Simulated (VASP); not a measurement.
```xyz
2
Lattice="0.0000 2.0762 2.0762 2.0762 0.0000 2.0762 2.0762 2.0762 0.0000" Properties=species:S:1:pos:R:3 pbc="T T T"
Mg     0.0000     0.0000     0.0000
O      2.0762     2.0762     2.0762
```

Computed with r2SCAN meta-GGA, VASP's PBE PAW potentials (set 64) (plane waves; VASP). Numerical set-up: 520 eV cut-off, 11×11×11 Γ-centred mesh, Gaussian smearing of 0.050 eV, potentials Mg O.

Problem. Give the stress tensor in GPa (positive for a compressed cell).

Solution. 
```
5.56  0.00  0.00
0.00  5.56  0.00
0.00  0.00  5.56
```
The pressure is its mean diagonal, 5.56 GPa.

The compound is MgO in the rock salt structure. This cell is one point of a volume scan, at 0.97 of the reference volume.
